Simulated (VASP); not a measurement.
# Re2C: structure and properties in VASP, part 4 of 5

What structure does Re2C take at this level, and what are its properties? The start is a computed cell from the Materials Project.

VASP 6.6.1; r2SCAN; plane waves and PAW (Re, C).

Still holding for the runs below: The k-mesh is coarse for a metal.

So far. Step 4 (Bands along the symmetry lines (r2SCAN)): There is no gap at this level. Step 5 (Total and projected DOS (r2SCAN)): The finer mesh and the other smearing move the Fermi level by -0.01 eV from the 9×9×3 run, a small shift, which tests the Fermi level alone. Of the states within 0.3 eV of the Fermi level, the largest shares in the PAW spheres are Re d 80 % and C p 5 %. The rest lies in smaller channels or between the spheres.

## 6. Volume scan with r2SCAN

An equation of state needs energies on both sides of the minimum, all on one mesh and cutoff.

Contents of INCAR:

```
SYSTEM = Re2C
PREC = Accurate
ENCUT = 520
EDIFF = 1E-06
NELM = 100
ISMEAR = 0
SIGMA = 0.05
LREAL = .FALSE.
ALGO = Normal
METAGGA = R2SCAN
LASPH = .TRUE.
NBANDS = 24
LORBIT = 11
LWAVE = .FALSE.
LCHARG = .FALSE.
KPAR = 4
ISIF = 2
```

Contents of POSCAR:

```
Re2C
1.0
    2.7923029949      0.0000000000      0.0000000000
   -1.3961514975      2.4182053287      0.0000000000
    0.0000000000      0.0000000000      9.6579926540
Re C
4 2
Direct
    0.3333333300      0.6666666700      0.6079885392
    0.6666666700      0.3333333300      0.1079885392
    0.6666666700      0.3333333300      0.3920114608
    0.3333333300      0.6666666700      0.8920114608
    0.3333333300      0.6666666700      0.2500000000
    0.6666666700      0.3333333300      0.7500000000
```

Contents of KPOINTS:

```
Automatic mesh
0
Gamma
9 9 3
0 0 0
```

PAW data sets: Re and C (PBE family, release 64).

Command:

```console
$ mpirun -np 4 vasp_std
```

The log of the run:

```text
[... set-up lines as in an earlier step ...]
 entering main loop
       N       E                     dE             d eps       ncg     rms          rms(c)
DAV:   1     0.873943035382E+02    0.87394E+02   -0.17253E+04  2256   0.197E+03
DAV:   2    -0.200342437275E+03   -0.28774E+03   -0.27077E+03  2248   0.743E+02
DAV:   3    -0.231855984625E+03   -0.31514E+02   -0.30222E+02  2120   0.344E+02
DAV:   4    -0.236609188041E+03   -0.47532E+01   -0.46178E+01  2016   0.864E+01
DAV:   5    -0.237006603578E+03   -0.39742E+00   -0.39246E+00  1992   0.206E+01    0.772E+01
DAV:   6    -0.229955984840E+03    0.70506E+01   -0.26181E+01  2288   0.678E+01    0.302E+01
DAV:   7    -0.229657966488E+03    0.29802E+00   -0.46942E+00  1960   0.220E+01    0.123E+01
DAV:   8    -0.229646560292E+03    0.11406E-01   -0.39669E-01  1968   0.117E+01    0.144E+00
DAV:   9    -0.229627514461E+03    0.19046E-01   -0.12765E-01  2176   0.392E+00    0.320E-01
DAV:  10    -0.229628624512E+03   -0.11101E-02   -0.17468E-02  2024   0.235E+00    0.436E-01
DAV:  11    -0.229628496539E+03    0.12797E-03   -0.33452E-03  2232   0.918E-01    0.133E-01
DAV:  12    -0.229628381482E+03    0.11506E-03   -0.72514E-04  1992   0.271E-01    0.769E-02
DAV:  13    -0.229628362432E+03    0.19050E-04   -0.51081E-05  1960   0.164E-01    0.478E-02
DAV:  14    -0.229628356644E+03    0.57885E-05   -0.50379E-05  2248   0.754E-02    0.105E-02
DAV:  15    -0.229628356277E+03    0.36649E-06   -0.40851E-06  1504   0.286E-02
   1 F= -.22962836E+03 E0= -.22962537E+03  d E =-.596579E-02
```

It took 29 s on 4 MPI ranks of Intel Xeon 6975P-C (Granite Rapids), shared host; peak memory 0.86 GiB; 1.7 min of CPU time.

Parts of OUTCAR (step 6):

```text
   ENCUT  =  520.0 eV  38.22 Ry    6.18 a.u.   5.19  5.19 17.96*2*pi/ulx,y,z

   NELECT =      36.0000    total number of electrons

 E-fermi :   9.4951

 k-point     1 :       0.0000    0.0000    0.0000
  band No.  band energies     occupation
    ...
     14       7.2009      2.00000
     15       7.2009      2.00000
     16       7.3298      2.00000
     17       7.3298      2.00000
     18       7.5129      2.00000
     19       9.8278      0.00000
     20       9.9297      0.00000
     21       9.9297      0.00000
     22      10.1168      0.00000
     23      10.1168      0.00000
    ...

  Total       11.7994882     11.7994882     13.9431284     -0.0000000      0.0000000      0.0000000
  in kB      289.8886203    289.8886204    342.5533526     -0.0000000      0.0000000      0.0000000
  external PRESSURE =     307.4435311 kB  Pullay stress =       0.0000000 kB

 POSITION                                       TOTAL-FORCE (eV/Angst)
 -----------------------------------------------------------------------------------
     -0.00000      1.61214      5.87195        -0.000000     -0.000000     -0.192874
      1.39615      0.80607      1.04295         0.000000      0.000000     -0.192874
      1.39615      0.80607      3.78604         0.000000      0.000000      0.192874
     -0.00000      1.61214      8.61504        -0.000000      0.000000      0.192874
     -0.00000      1.61214      2.41450        -0.000000      0.000000      0.000000
      1.39615      0.80607      7.24349         0.000000     -0.000000      0.000000
 -----------------------------------------------------------------------------------
    total drift:                               -0.000001      0.000001     -0.000000

  FREE ENERGIE OF THE ION-ELECTRON SYSTEM (eV)
  ---------------------------------------------------
  free  energy   TOTEN  =      -229.6283562774 eV

  energy  without entropy=     -229.6223904886  energy(sigma->0) =     -229.62537338

[... 4 parts as in an earlier step ...]

[... 12 further parts left out ...]
```

The scan keeps the cell's shape and the fractional positions fixed.

Numbers from this step:

- bands: 24
- irreducible k-points: 24
- free energy (TOTEN): -229.6284 eV
- energy at zero smearing: -229.6254 eV
- Fermi energy: 9.495 eV
- pressure: 30.74 GPa

Force by atom:

| atom | x (eV/Å) | y (eV/Å) | z (eV/Å) | size |
| --- | --- | --- | --- | --- |
| Re1 | 0.000 | 0.000 | -0.193 | 0.193 |
| Re2 | 0.000 | 0.000 | -0.193 | 0.193 |
| Re3 | 0.000 | 0.000 | 0.193 | 0.193 |
| Re4 | 0.000 | 0.000 | 0.193 | 0.193 |
| C5 | 0.000 | 0.000 | 0.000 | 0.000 |
| C6 | 0.000 | 0.000 | 0.000 | 0.000 |

The pressure here is 30.74 GPa.

## 7. Volume scan with r2SCAN (run 2)

INCAR is that of step 6.

POSCAR: that of step 6 with these lines changed.

```diff
@@ -2,5 +2,5 @@
 1.0
-    2.7923029949      0.0000000000      0.0000000000
-   -1.3961514975      2.4182053287      0.0000000000
-    0.0000000000      0.0000000000      9.6579926540
+    2.8119677484      0.0000000000      0.0000000000
+   -1.4059838742      2.4352355047      0.0000000000
+    0.0000000000      0.0000000000      9.7260089278
 Re C
```

KPOINTS is that of step 6.

Command:

```console
$ mpirun -np 4 vasp_std
```

The log of the run:

```text
[... set-up lines as in an earlier step ...]
 entering main loop
       N       E                     dE             d eps       ncg     rms          rms(c)
DAV:   1     0.108605688426E+03    0.10861E+03   -0.16612E+04  2144   0.196E+03
DAV:   2    -0.190526114382E+03   -0.29913E+03   -0.27646E+03  2208   0.796E+02
DAV:   3    -0.230467419895E+03   -0.39941E+02   -0.37118E+02  2104   0.401E+02
DAV:   4    -0.236685787375E+03   -0.62184E+01   -0.58806E+01  2056   0.102E+02
DAV:   5    -0.237293171361E+03   -0.60738E+00   -0.59626E+00  2056   0.251E+01    0.740E+01
DAV:   6    -0.230155938373E+03    0.71372E+01   -0.26610E+01  2296   0.693E+01    0.280E+01
DAV:   7    -0.229871756484E+03    0.28418E+00   -0.46821E+00  1960   0.223E+01    0.113E+01
DAV:   8    -0.229861690237E+03    0.10066E-01   -0.41497E-01  1960   0.118E+01    0.129E+00
DAV:   9    -0.229844824977E+03    0.16865E-01   -0.12640E-01  2192   0.406E+00    0.325E-01
DAV:  10    -0.229845814253E+03   -0.98928E-03   -0.15544E-02  1992   0.215E+00    0.413E-01
DAV:  11    -0.229845736962E+03    0.77291E-04   -0.31491E-03  2216   0.918E-01    0.115E-01
DAV:  12    -0.229845658661E+03    0.78300E-04   -0.74217E-04  2056   0.290E-01    0.951E-02
DAV:  13    -0.229845633076E+03    0.25585E-04   -0.60372E-05  2040   0.160E-01    0.510E-02
DAV:  14    -0.229845626804E+03    0.62721E-05   -0.71575E-05  2280   0.866E-02    0.391E-03
DAV:  15    -0.229845626074E+03    0.73026E-06   -0.53922E-06  1576   0.307E-02
   1 F= -.22984563E+03 E0= -.22984263E+03  d E =-.598414E-02
```

Elapsed: 28 s, on 4 MPI ranks; peak memory 0.85 GiB; 98 s of CPU time.

Parts of OUTCAR (step 7):

```text
   ENCUT  =  520.0 eV  38.22 Ry    6.18 a.u.   5.23  5.23 18.08*2*pi/ulx,y,z

   NELECT =      36.0000    total number of electrons

 E-fermi :   9.2087

 k-point     1 :       0.0000    0.0000    0.0000
  band No.  band energies     occupation
    ...
     14       6.9765      2.00000
     15       6.9765      2.00000
     16       7.1016      2.00000
     17       7.1016      2.00000
     18       7.2411      2.00000
     19       9.5470      0.00000
     20       9.6310      0.00000
     21       9.6310      0.00000
     22       9.8034      0.00000
     23       9.8034      0.00000
    ...

  Total        7.5869214      7.5869214      8.9787150     -0.0000000     -0.0000000      0.0000000
  in kB      182.5114858    182.5114857    215.9925658     -0.0000000     -0.0000000      0.0000000
  external PRESSURE =     193.6718458 kB  Pullay stress =       0.0000000 kB

 POSITION                                       TOTAL-FORCE (eV/Angst)
 -----------------------------------------------------------------------------------
     -0.00000      1.62349      5.91330        -0.000000     -0.000000     -0.125681
      1.40598      0.81175      1.05030         0.000000     -0.000000     -0.125681
      1.40598      0.81175      3.81271         0.000000     -0.000000      0.125681
     -0.00000      1.62349      8.67571         0.000000     -0.000000      0.125681
     -0.00000      1.62349      2.43150        -0.000000     -0.000000     -0.000000
      1.40598      0.81175      7.29451         0.000000      0.000000     -0.000000
 -----------------------------------------------------------------------------------
    total drift:                               -0.000001      0.000001     -0.000000

  FREE ENERGIE OF THE ION-ELECTRON SYSTEM (eV)
  ---------------------------------------------------
  free  energy   TOTEN  =      -229.8456260739 eV

  energy  without entropy=     -229.8396419308  energy(sigma->0) =     -229.84263400

[... 5 parts as in an earlier step ...]

[... 11 further parts left out ...]
```

This step gave:

| Quantity | Value |
| --- | --- |
| free energy (TOTEN) | -229.8456 eV |
| energy at zero smearing | -229.8426 eV |
| Fermi energy | 9.209 eV |
| pressure | 19.37 GPa |

Force by atom:

| atom | x (eV/Å) | y (eV/Å) | z (eV/Å) | size |
| --- | --- | --- | --- | --- |
| Re1 | 0.000 | 0.000 | -0.126 | 0.126 |
| Re2 | 0.000 | 0.000 | -0.126 | 0.126 |
| Re3 | 0.000 | 0.000 | 0.126 | 0.126 |
| Re4 | 0.000 | 0.000 | 0.126 | 0.126 |
| C5 | 0.000 | 0.000 | 0.000 | 0.000 |
| C6 | 0.000 | 0.000 | 0.000 | 0.000 |

The pressure falls from 30.74 to 19.37 GPa.

The run ends at a pressure of 19.37 GPa, with forces up to 0.13 eV/Å.

## 8. Volume scan with r2SCAN (run 3)

INCAR is that of step 7.

POSCAR: that of step 7 with these lines changed.

```diff
@@ -2,5 +2,5 @@
 1.0
-    2.8119677484      0.0000000000      0.0000000000
-   -1.4059838742      2.4352355047      0.0000000000
-    0.0000000000      0.0000000000      9.7260089278
+    2.8313612423      0.0000000000      0.0000000000
+   -1.4156806211      2.4520307631      0.0000000000
+    0.0000000000      0.0000000000      9.7930869711
 Re C
```

KPOINTS is that of step 7.

Command:

```console
$ mpirun -np 4 vasp_std
```

The log of the run:

```text
[... set-up lines as in an earlier step ...]
 entering main loop
       N       E                     dE             d eps       ncg     rms          rms(c)
DAV:   1     0.111277557300E+03    0.11128E+03   -0.16735E+04  2192   0.195E+03
DAV:   2    -0.190020566643E+03   -0.30130E+03   -0.27936E+03  2208   0.805E+02
DAV:   3    -0.230849123259E+03   -0.40829E+02   -0.38418E+02  2136   0.386E+02
DAV:   4    -0.236857355150E+03   -0.60082E+01   -0.55207E+01  2056   0.103E+02
[...]
DAV:  14    -0.229969631930E+03    0.15342E-04   -0.38931E-05  2136   0.798E-02    0.254E-02
DAV:  15    -0.229969629969E+03    0.19619E-05   -0.32304E-05  1952   0.682E-02    0.894E-03
DAV:  16    -0.229969629418E+03    0.55080E-06   -0.98077E-07  1168   0.338E-02
   1 F= -.22996963E+03 E0= -.22996663E+03  d E =-.599834E-02
```

Run time: 33 s. Hardware: 4 MPI ranks; peak memory 0.9 GiB; 1.9 min of CPU time.

Parts of OUTCAR (step 8):

```text
  Total        3.6676449      3.6676449      4.3477018      0.0000000      0.0000000      0.0000000
  in kB       86.4285160     86.4285160    102.4541423      0.0000000      0.0000000      0.0000000
  external PRESSURE =      91.7703914 kB  Pullay stress =       0.0000000 kB

 POSITION                                       TOTAL-FORCE (eV/Angst)
 -----------------------------------------------------------------------------------
     -0.00000      1.63469      5.95408        -0.000000     -0.000000     -0.060678
      1.41568      0.81734      1.05754        -0.000000     -0.000000     -0.060678
      1.41568      0.81734      3.83900         0.000000      0.000000      0.060678
     -0.00000      1.63469      8.73555        -0.000000     -0.000000      0.060678
     -0.00000      1.63469      2.44827         0.000000     -0.000000      0.000000
      1.41568      0.81734      7.34482         0.000000      0.000000      0.000000
 -----------------------------------------------------------------------------------
    total drift:                               -0.000001      0.000001     -0.000000

  FREE ENERGIE OF THE ION-ELECTRON SYSTEM (eV)
  ---------------------------------------------------
  free  energy   TOTEN  =      -229.9696294177 eV

  energy  without entropy=     -229.9636310733  energy(sigma->0) =     -229.96663025

[... 1 part as in an earlier step ...]

[... 2 further parts left out ...]
[key lines of the parts left out:]
E-fermi :   8.9322
```

The pressure falls from 19.37 to 9.18 GPa.

The run ends at a pressure of 9.18 GPa, with forces up to 0.061 eV/Å.

## 9. Volume scan with r2SCAN (run 4)

INCAR is that of step 8.

POSCAR: that of step 8 with these lines changed.

```diff
@@ -2,5 +2,5 @@
 1.0
-    2.8313612423      0.0000000000      0.0000000000
-   -1.4156806211      2.4520307631      0.0000000000
-    0.0000000000      0.0000000000      9.7930869711
+    2.8504926418      0.0000000000      0.0000000000
+   -1.4252463209      2.4685990411      0.0000000000
+    0.0000000000      0.0000000000      9.8592584849
 Re C
```

KPOINTS is that of step 8.

Command:

```console
$ mpirun -np 4 vasp_std
```

The log of the run:

```text
[... set-up lines as in an earlier step ...]
 entering main loop
       N       E                     dE             d eps       ncg     rms          rms(c)
DAV:   1     0.916628563298E+02    0.91663E+02   -0.16525E+04  2152   0.190E+03
DAV:   2    -0.196336750266E+03   -0.28800E+03   -0.27015E+03  2208   0.780E+02
DAV:   3    -0.232854693288E+03   -0.36518E+02   -0.33885E+02  2104   0.355E+02
[... 1 cycle as in an earlier step ...]
DAV:   5    -0.237645483207E+03   -0.49807E+00   -0.45074E+00  2040   0.213E+01    0.678E+01
DAV:   6    -0.230309106728E+03    0.73364E+01   -0.28897E+01  2288   0.723E+01    0.238E+01
DAV:   7    -0.230033660714E+03    0.27545E+00   -0.48534E+00  1960   0.224E+01    0.103E+01
DAV:   8    -0.230028665472E+03    0.49952E-02   -0.49964E-01  1984   0.131E+01    0.793E-01
[...]
DAV:  15    -0.230009883546E+03    0.23613E-05   -0.66591E-05  2192   0.918E-02    0.143E-02
DAV:  16    -0.230009882465E+03    0.10809E-05   -0.13882E-06  1216   0.344E-02    0.148E-02
DAV:  17    -0.230009882683E+03   -0.21775E-06   -0.90350E-06  1712   0.244E-02
   1 F= -.23000988E+03 E0= -.23000688E+03  d E =-.600940E-02
```

It took 36 s on 4 MPI ranks; peak memory 0.9 GiB.

Parts of OUTCAR (step 9):

```text
  Total        0.0180669      0.0180669      0.0234548      0.0000000     -0.0000000      0.0000000
  in kB        0.4172333      0.4172333      0.5416603      0.0000000     -0.0000000      0.0000000
  external PRESSURE =       0.4587089 kB  Pullay stress =       0.0000000 kB

 POSITION                                       TOTAL-FORCE (eV/Angst)
 -----------------------------------------------------------------------------------
     -0.00000      1.64573      5.99432        -0.000000      0.000000     -0.000218
      1.42525      0.82287      1.06469         0.000000     -0.000000     -0.000218
      1.42525      0.82287      3.86494        -0.000000      0.000000      0.000218
     -0.00000      1.64573      8.79457        -0.000000     -0.000000      0.000218
     -0.00000      1.64573      2.46481        -0.000000     -0.000000      0.000000
      1.42525      0.82287      7.39444         0.000000      0.000000      0.000000
 -----------------------------------------------------------------------------------
    total drift:                               -0.000001      0.000001     -0.000000

  FREE ENERGIE OF THE ION-ELECTRON SYSTEM (eV)
  ---------------------------------------------------
  free  energy   TOTEN  =      -230.0098826830 eV

  energy  without entropy=     -230.0038732802  energy(sigma->0) =     -230.00687798

[... 2 parts as in an earlier step ...]

[... 1 further part left out ...]
[key lines of the parts left out:]
E-fermi :   8.6653
```

The pressure falls from 9.18 to 0.05 GPa.

The run ends at a pressure of 0.05 GPa, with forces up to 2.2e-4 eV/Å.

## 10. Volume scan with r2SCAN (run 5)

INCAR is that of step 9.

POSCAR: that of step 9 with these lines changed.

```diff
@@ -2,5 +2,5 @@
 1.0
-    2.8504926418      0.0000000000      0.0000000000
-   -1.4252463209      2.4685990411      0.0000000000
-    0.0000000000      0.0000000000      9.8592584849
+    2.8693706267      0.0000000000      0.0000000000
+   -1.4346853133      2.4849478556      0.0000000000
+    0.0000000000      0.0000000000      9.9245534903
 Re C
```

KPOINTS is that of step 9.

Command:

```console
$ mpirun -np 4 vasp_std
```

The log of the run:

```text
[... set-up lines as in an earlier step ...]
 entering main loop
       N       E                     dE             d eps       ncg     rms          rms(c)
DAV:   1     0.765515583964E+02    0.76552E+02   -0.16947E+04  2216   0.192E+03
DAV:   2    -0.198076377999E+03   -0.27463E+03   -0.25885E+03  2224   0.770E+02
DAV:   3    -0.232041460660E+03   -0.33965E+02   -0.32026E+02  2112   0.339E+02
DAV:   4    -0.237172254453E+03   -0.51308E+01   -0.48395E+01  2088   0.920E+01
[...]
DAV:  16    -0.229975061294E+03    0.13843E-05   -0.14999E-06  1232   0.318E-02    0.178E-02
DAV:  17    -0.229975061613E+03   -0.31995E-06   -0.16828E-05  2016   0.294E-02    0.907E-03
DAV:  18    -0.229975060895E+03    0.71880E-06   -0.61719E-07  1152   0.310E-02
   1 F= -.22997506E+03 E0= -.22997205E+03  d E =-.601632E-02
```

It took 38 s on 4 MPI ranks; peak memory 0.89 GiB.

Parts of OUTCAR (step 10):

```text
  Total       -3.3969976     -3.3969976     -4.0268898     -0.0000000     -0.0000000      0.0000000
  in kB      -76.9114346    -76.9114346    -91.1728283     -0.0000000     -0.0000000      0.0000000
  external PRESSURE =     -81.6652325 kB  Pullay stress =       0.0000000 kB

 POSITION                                       TOTAL-FORCE (eV/Angst)
 -----------------------------------------------------------------------------------
     -0.00000      1.65663      6.03401         0.000000     -0.000000      0.058018
      1.43469      0.82832      1.07174        -0.000000     -0.000000      0.058018
      1.43469      0.82832      3.89054        -0.000000     -0.000000     -0.058018
     -0.00000      1.65663      8.85282         0.000000      0.000000     -0.058018
     -0.00000      1.65663      2.48114        -0.000000     -0.000000      0.000000
      1.43469      0.82832      7.44342         0.000000      0.000000      0.000000
 -----------------------------------------------------------------------------------
    total drift:                               -0.000001      0.000001     -0.000000

  FREE ENERGIE OF THE ION-ELECTRON SYSTEM (eV)
  ---------------------------------------------------
  free  energy   TOTEN  =      -229.9750608947 eV

  energy  without entropy=     -229.9690445790  energy(sigma->0) =     -229.97205274

[... 1 part as in an earlier step ...]

[... 2 further parts left out ...]
[key lines of the parts left out:]
E-fermi :   8.4073
```

The pressure falls from 0.05 to -8.17 GPa.

The run ends at a pressure of -8.17 GPa, with forces up to 0.058 eV/Å.

[end of part 4 of 5]

[Lines on the potential files, build, host, timing and source positions are cut from VASP's logs without a mark.]

[Logs are printed without paths, hosts, clocks, repeated set-up lines and the standing remarks that a program may print on its own settings, such as how far it seeks lower states.]

[Hosts, paths, dates, database ids (printed as entryN), source tags and the programs' standing remarks are cut or masked in the printed files.]

[A measured line is paired with the nearest computed mode of its activity, which favours agreement.]
